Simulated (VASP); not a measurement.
```
YN
1.0
    0.00000     2.49135     2.49135
    2.49135     0.00000     2.49135
    2.49135     2.49135     0.00000
Y N
1 1
Direct
  0.00000   0.00000   0.00000
  0.50000   0.50000   0.50000
```

Method: vdW-DF2, VASP's PBE PAW potentials (set 64) (plane waves; VASP). Numerical set-up: 520 eV cut-off, Gaussian smearing of 0.050 eV, potentials Y_sv N.

Task: Give the energies of bands 6 to 11 at the high-symmetry points, in eV from the valence-band maximum.

Result: 
| band | Γ | X | U | L | W |
|---|---|---|---|---|---|
| 6 | 0.00 | -1.48 | -2.03 | -3.76 | -1.99 |
| 7 | 0.00 | -0.40 | -1.53 | -2.06 | -1.47 |
| 8 | 0.00 | -0.40 | -1.23 | -2.06 | -1.47 |
| 9 | 3.05 | 0.45 | 2.49 | 5.37 | 3.89 |
| 10 | 3.05 | 6.42 | 5.92 | 5.90 | 3.89 |
| 11 | 3.05 | 6.63 | 6.50 | 5.90 | 6.74 |

The gap is indirect, 0.45 eV, from the valence maximum at Γ to the conduction minimum at X.

The compound is YN in the rock salt structure. It was relaxed first, which changed the volume by +6 %.
